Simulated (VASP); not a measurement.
# BiTeO3 (P1) in VASP: single point with r2SCAN

Aim: the single point of BiTeO3 with r2SCAN.

All numbers are computed with VASP 6.6.1; they aren't measurements. Logs are shortened: lines on timing, memory, paths and dates and some standing lists are left out, and cuts for length are marked.

### 1 Starting point

The typed cell holds 10 atoms: a = 5.571 Å, b = 5.581 Å, c = 6.367 Å, α = 116.72°, β = 116.31°, γ = 59.81°.

The cell was built by a generator and needn't be a form met in nature.

### 2 Single point, r2SCAN

File POSCAR:

```
BiTeO3
1.0
    2.7754846700      4.8309386400     -0.0151888700
   -2.7849166000      4.8363844500     -0.0350265200
    0.0225095500     -3.2507388300      5.4743552600
O Bi Te
6 2 2
Direct
    0.5644920000      0.9687110000      0.7263100000
    0.1763450000      0.5685160000      0.7178130000
    0.9534620000      0.2016940000      0.7166510000
    0.4220060000      0.0570320000      0.2791240000
    0.8099690000      0.4508820000      0.2928540000
    0.0503790000      0.8082600000      0.2880680000
    0.3851790000      0.3422570000      0.1090670000
    0.6437790000      0.6068130000      0.8778010000
    0.1581910000      0.1769010000      0.4772080000
    0.8394480000      0.8250740000      0.5150500000
```

File INCAR.step1:

```
SYSTEM = BiTeO3
ALGO = Normal
EDIFF = 1E-4
ENCUT = 520
GGA = PE
ISMEAR = 1
LASPH = .True.
LCHARG = .False.
LREAL = .False.
LWAVE = .True.
NBANDS = 50
NELM = 100
PREC = Accurate
SIGMA = 0.016
```

File INCAR.step2:

```
SYSTEM = BiTeO3
ALGO = Normal
EDIFF = 1E-6
ENCUT = 520
ISIF = 2
ISMEAR = 1
ISTART = 1
LASPH = .True.
LCHARG = .False.
LMIXTAU = .True.
LREAL = .False.
LWAVE = .False.
METAGGA = R2SCAN
NBANDS = 50
NELM = 100
PREC = Accurate
SIGMA = 0.016
```

File KPOINTS:

```
Automatic mesh
0
Gamma
  4 4 4
  0 0.5 0
```

Potentials or basis: VASP PAW PBE potentials, release 64 (O, Bi_d, Te).

Command:

```sh
> cat potpaw_PBE.64/O/POTCAR potpaw_PBE.64/Bi_d/POTCAR potpaw_PBE.64/Te/POTCAR > POTCAR
> cp INCAR.step1 INCAR
> mpirun -np 1 vasp_std > vasp.out
> cp INCAR.step2 INCAR
> mpirun -np 1 vasp_std > vasp.out
```

OUTCAR:

```text
SYSTEM = BiTeO3
   EDIFF = 1E-6
   ENCUT = 520
   ISIF = 2
   ISMEAR = 1
   ISTART = 1
   LASPH = .True.
   LREAL = .False.
   METAGGA = R2SCAN
   NELM = 100
   PREC = Accurate

 ion  position               nearest neighbor table
   1  0.564  0.969  0.726-  10 2.10   9 2.20   8 2.38   7 2.60
   2  0.176  0.569  0.718-  10 2.01   9 2.05   8 2.42   7 2.82
   3  0.953  0.202  0.717-  10 2.16   8 2.17   9 2.20   7 2.73
   4  0.422  0.057  0.279-   9 2.02   7 2.18  10 2.23   8 2.88
   5  0.810  0.451  0.293-  10 1.97   9 2.02   7 2.38   8 2.77
   6  0.050  0.808  0.288-   9 2.10  10 2.18   7 2.43   8 2.81
   7  0.385  0.342  0.109-   4 2.18   5 2.38   6 2.43   1 2.60   3 2.73   2 2.82   8 3.40   8 3.44
                             9 3.46   8 3.52   9 3.70   9 3.73
   8  0.644  0.607  0.878-   3 2.17   1 2.38   2 2.42   5 2.77   6 2.81   4 2.88   7 3.40   7 3.44
                            10 3.48   7 3.52  10 3.73  10 3.76
   9  0.158  0.177  0.477-   5 2.02   4 2.02   2 2.05   6 2.10   1 2.20   3 2.20  10 3.07  10 3.23
                            10 3.37   7 3.46   7 3.70   7 3.73
  10  0.839  0.825  0.515-   5 1.97   2 2.01   1 2.10   3 2.16   6 2.18   4 2.23   9 3.07   9 3.23
                             9 3.37   8 3.48   8 3.73   8 3.76

  LATTYP: Found a triclinic cell.
 ALAT       =     5.5604393237
 B/A-ratio  =     1.0019875874
 C/A-ratio  =     1.1335956387
 COS(alpha) =     0.0025478996
 COS(beta)  =     0.4354131942
 COS(gamma) =     0.4972959748

  Lattice vectors:

 A1 = (  -5.5604012700,   0.0054458100,  -0.0198376500)
 A2 = (  -2.7754846700,  -4.8309386400,   0.0151888700)
 A3 = (  -2.7624070500,   1.5856456200,   5.4393287400)

Analysis of symmetry for initial positions (statically):
=====================================================================
 Subroutine PRICEL returns:
 Original cell was already a primitive cell.

 Routine SETGRP: Setting up the symmetry group for a
 triclinic supercell.

 Subroutine GETGRP returns: Found  1 space group operations
 (whereof  1 operations were pure point group operations)
 out of a pool of  2 trial point group operations.

The static configuration has the point symmetry C_1 .

Analysis of symmetry for dynamics (positions and initial velocities):
=====================================================================
 Subroutine PRICEL returns:
 Original cell was already a primitive cell.

 Routine SETGRP: Setting up the symmetry group for a
 triclinic supercell.

 Subroutine GETGRP returns: Found  1 space group operations
 (whereof  1 operations were pure point group operations)
 out of a pool of  2 trial point group operations.

The dynamic configuration has the point symmetry C_1 .

 Subroutine INISYM returns: Found  1 space group operations
 (whereof  1 operations are pure point group operations),
 and found     1 'primitive' translations

----------------------------------------------------------------------------------------

                                     Primitive cell

  volume of cell :     146.6790

  direct lattice vectors                    reciprocal lattice vectors
     2.775484670  4.830938640 -0.015188870     0.179727378  0.103933343  0.060977879
    -2.784916600  4.836384450 -0.035026520    -0.179963777  0.103589030  0.062252406
     0.022509550 -3.250738830  5.474355260    -0.000652798  0.000951161  0.183237408

  length of vectors
     5.571491183  5.581003662  6.366818290     0.216384778  0.216778713  0.183241040

  position of ions in fractional coordinates (direct lattice)
     0.564492000  0.968711000  0.726310000
     0.176345000  0.568516000  0.717813000
     0.953462000  0.201694000  0.716651000
     0.422006000  0.057032000  0.279124000
     0.809969000  0.450882000  0.292854000
     0.050379000  0.808260000  0.288068000
     0.385179000  0.342257000  0.109067000
     0.643779000  0.606813000  0.877801000
     0.158191000  0.176901000  0.477208000
     0.839448000  0.825074000  0.515050000

  ion indices of the primitive-cell ions
   primitive index   ion index
                 1           1
                 2           2
                 3           3
                 4           4
                 5           5
                 6           6
                 7           7
                 8           8
                 9           9
                10          10

----------------------------------------------------------------------------------------

 KPOINTS: Automatic mesh

Automatic generation of k-mesh.
 Grid dimensions read from file:
 generate k-points for:    4    4    4

 Generating k-lattice:

  Cartesian coordinates                     Fractional coordinates (reciprocal lattice)
     0.044931845  0.025983336  0.015244470     0.250000000 -0.000000000  0.000000000
    -0.044990944  0.025897258  0.015563102     0.000000000  0.250000000  0.000000000
    -0.000163200  0.000237790  0.045809352     0.000000000  0.000000000  0.250000000

  Length of vectors
     0.054096194  0.054194678  0.045810260

  Shift w.r.t. Gamma in fractional coordinates (k-lattice)
     0.000000000  0.500000000  0.000000000

 Subroutine IBZKPT returns following result:
 ===========================================

 Found     32 irreducible k-points:

 Following reciprocal coordinates:
            Coordinates               Weight
  0.000000  0.125000  0.000000      2.000000
  0.250000  0.125000  0.000000      2.000000
  0.500000  0.125000  0.000000      2.000000
 -0.250000  0.125000 -0.000000      2.000000
  0.000000  0.375000  0.000000      2.000000
  0.250000  0.375000  0.000000      2.000000
[... 16 lines left out ...]
  0.500000 -0.125000  0.250000      2.000000
 -0.250000 -0.125000  0.250000      2.000000
 [... further k-points ...]
   k-points           NKPTS =     32   k-points in BZ     NKDIM =     32   number of bands    NBANDS=     50
   number of dos      NEDOS =    301   number of ions     NIONS =     10
   total plane-waves  NPLWV =  84672
   dimension x,y,z NGX =    42 NGY =   42 NGZ =   48
   dimension x,y,z NGXF=    84 NGYF=   84 NGZF=   96
   ions per type =               6   2   2
   NGX,Y,Z   is equivalent  to a cutoff of  12.53, 12.51, 12.53 a.u.
   NGXF,Y,Z  is equivalent  to a cutoff of  25.06, 25.02, 25.07 a.u.
 SYSTEM =  BiTeO3
   PREC   = accura    normal or accurate (medium, high low for compatibility)
   ISTART =      1    job   : 0-new  1-cont  2-samecut
   ICHARG =      0    charge: 1-file 2-atom 10-const
   ISPIN  =      1    spin polarized calculation?
   LNONCOLLINEAR =      F non collinear calculations
   LSORBIT =      F    spin-orbit coupling
   LASPH  =      T    aspherical Exc in radial PAW
   ENCUT  =  520.0 eV  38.22 Ry    6.18 a.u.  10.36 10.38 11.84*2*pi/ulx,y,z
   NELM   =    100;   NELMIN=  2; NELMDL=  0     # of ELM steps
   EDIFF  = 0.1E-05   stopping-criterion for ELM
   LREAL  =      F    real-space projection
   EDIFFG = 0.1E-04   stopping-criterion for IOM
   NSW    =      0    number of steps for IOM
   IBRION =     -1    ionic relax: 0-MD 1-quasi-New 2-CG
   NFREE  =      0    steps in history (QN), initial steepest desc. (CG)
   ISIF   =      2    stress and relaxation
   ISYM   =      2    0-nonsym 1-usesym 2-fastsym
   POTIM  = 0.5000    time-step for ionic-motion
   TEBEG  =    0.0;   TEEND  =   0.0 temperature during run
   PSTRESS=    0.0 pullay stress
   NELECT =      78.0000    total number of electrons
   NUPDOWN=      -1.0000    fix difference up-down
   EMIN   =  10.00;   EMAX   =-10.00  energy-range for DOS
   EFERMI =   0.00;   METHOD = LEGACY
   ISMEAR =     1;   SIGMA  =   0.02  broadening in eV -4-tet -1-fermi 0-gaus
   EFERMI_NEDOS =   21; number of points for ismear=-14 and -15
   IALGO  =     38    algorithm
   IMIX   =      4    mixing-type and parameters
     AMIX     =   0.40;   BMIX     =  1.00
     AMIX_MAG =   1.60;   BMIX_MAG =  1.00
  volume/ion in A,a.u.               =      14.67        98.98
  Fermi-wavevector in a.u.,A,eV,Ry     =   1.326326  2.506394 23.934578  1.759142
  Thomas-Fermi vector in A             =   2.455721
   LORBIT       =      0    0 simple, 1 ext, 2 COOP (PROOUT), +10 PAW based schemes
   METAGGA = R2SCAN    functional components
   LHFCALC =     F    Hartree Fock is set to
   AEXX    =    0.0000 exact exchange contribution
   IVDW    =     0    specifies the selected vdW correction
   LEPSILON=     F    determine dielectric tensor
   LRPA    =     F    only Hartree local field effects (RPA)
 non-spin polarized calculation
 Methfessel and Paxton  Order N= 1 SIGMA  =   0.02
  energy-cutoff  :      520.00
  volume of cell :      146.68
 maximum number of plane-waves:      3968
 NGX is ok and might be reduce to    42
   NGX = 21   NGY = 21   NGZ = 23

 number of electron      77.9999998 magnetization

 Free energy of the ion-electron system (eV)
  ---------------------------------------------------
  ext. energy  EPLUGINS =         0.00000000
  ---------------------------------------------------
  free energy    TOTEN  =      -207.95380600 eV

  energy without entropy =     -207.95357715  energy(sigma->0) =     -207.95372972

 E-fermi :   9.5162     XC(G=0): -11.4491

 val. band max:        9.5134644677   @ k =   0.5000   0.1250   0.2500
 cond. band min:       9.5186322873   @ k =   0.5000   0.1250   0.5000
 fundamental gap:      0.0051678196
 Fermi energy:         9.5161536425

 k-point     1 :       0.0000    0.1250    0.0000
  band No.  band energies     occupation
      1     -15.9057      2.00000
      2     -15.7992      2.00000
      3     -15.7680      2.00000
      4     -15.7350      2.00000
      5     -15.7135      2.00000
      6     -15.6566      2.00000
[... 42 lines left out ...]
     49      14.0531      0.00000
     50      14.7431      0.00000
[... 1217 lines left out ...]
     49      14.0668      0.00000
     50      14.7392      0.00000

 [... further k-points ...]

------------------------ aborting loop because EDIFF is reached ----------------------------------------

  FORCE on cell =-STRESS in cart. coord.  units (eV):
  Direction    XX          YY          ZZ          XY          YZ          ZX
  --------------------------------------------------------------------------------------
  -------------------------------------------------------------------------------------
  Total       24.9820745     23.5907100     19.2506420     -2.0042908      1.3554798     -0.6377168
  in kB      272.8797231    257.6818192    210.2751662    -21.8929103     14.8059337     -6.9657937
  external PRESSURE =     246.9455695 kB  Pullay stress =       0.0000000 kB

 VOLUME and BASIS-vectors are now :
 -----------------------------------------------------------------------------
  energy-cutoff  :      520.00
  volume of cell :      146.68
      direct lattice vectors                 reciprocal lattice vectors
     2.775484670  4.830938640 -0.015188870     0.179727378  0.103933343  0.060977879
    -2.784916600  4.836384450 -0.035026520    -0.179963777  0.103589030  0.062252406
     0.022509550 -3.250738830  5.474355260    -0.000652798  0.000951161  0.183237408

 POSITION                                       TOTAL-FORCE (eV/Angst)
 -----------------------------------------------------------------------------------
     -1.11469      5.05104      3.93357         0.354223     -0.422898      0.896307
     -1.07767      1.26805      3.90697        -0.282831      0.883029      1.345992
      2.10075      3.25194      3.90166        -0.007158      0.361778      1.178369
      1.01872      1.40715      1.51962        -0.181987      0.262778     -1.173401
      0.99898      5.14156      1.57509         0.014557     -1.174217     -1.915744
     -2.10463      3.21600      1.54791         0.853323     -0.294444     -1.118208
      0.11836      3.16151      0.57923        -0.734514      0.275414     -0.553363
      0.11663      3.19134      4.77436        -0.496742      0.232140      0.251040
     -0.04286      0.06849      2.60381         1.812203     -2.032528      0.014905
      0.04371      6.37140      2.77792        -1.331074      1.908949      1.074102
 -----------------------------------------------------------------------------------
    total drift:                                0.000267      0.000817     -0.001954

  FREE ENERGIE OF THE ION-ELECTRON SYSTEM (eV)
  ---------------------------------------------------
  free  energy   TOTEN  =      -207.9538060026 eV

  energy  without entropy=     -207.9535771477  energy(sigma->0) =     -207.95372972
```

Wall time 9.5 min (1 thread of Intel Xeon 6975P-C (Granite Rapids), shared host); peak memory 0.42 GiB.

Results:

```
Free energy            : -207.9538 eV
Pressure               : 24.7 GPa
Largest force          : 2.723 eV/Å
Band gap on the k mesh : none (metal or under the smearing width)
```

Forces in eV/Å, atoms in the order of the input:
```
O    0.354 -0.423  0.896
O   -0.283  0.883  1.346
O   -0.007  0.362  1.178
O   -0.182  0.263 -1.173
O    0.015 -1.174 -1.916
O    0.853 -0.294 -1.118
Bi  -0.735  0.275 -0.553
Bi  -0.497  0.232  0.251
Te   1.812 -2.033  0.015
Te  -1.331  1.909  1.074
```

Stress tensor (GPa, compression positive):
```
27.29 -2.19 -0.70
-2.19 25.77  1.48
-0.70  1.48 21.03
```

Levels at points of the mesh, in eV from the Fermi level:
```
           k point  band 37  band 38  band 39  band 40  band 41  band 42
(0.00, 0.12, 0.00)    -1.71    -1.36    -0.39     0.25     0.73     0.88
```

Caveat: so large a pressure means that the cell lies far from this level's equilibrium, or that cutoff or potentials fall short; the potentials were made for another functional, which shifts forces and pressure; spin-orbit coupling is left out, which moves the levels of the heavy elements.
